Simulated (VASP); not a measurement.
Data:

```xyz
2
Lattice="1.4587 -2.5266 0.0000 1.4587 2.5266 0.0000 0.0000 0.0000 5.0996" Properties=species:S:1:pos:R:3 pbc="T T T"
Cd     1.4587     0.8422     1.2749
Cd     1.4587    -0.8422     3.8247
```

All values below come from LDA (Ceperley-Alder, Perdew-Zunger), VASP's LDA PAW potentials (set 64) (plane waves; VASP). Run with 500 eV cut-off, 14×14×7 Γ-centred mesh, first-order Methfessel-Paxton smearing of 0.10 eV, potentials Cd.

Question: What does the run give for the energy per atom (σ→0), pressure, band gap (on the k-mesh) with the smallest direct gap where there is one?

Answer: 
```
Quantity                                                    Result
------------------------  ----------------------------------------
band gap (on the k-mesh)  none (metal, semimetal or under 0.01 eV)
energy per atom (σ→0)                               -1.501 eV/atom
pressure                                                  5.04 GPa
```

The compound is Cd in the hcp structure. It was relaxed first under an external pressure of 5 GPa.
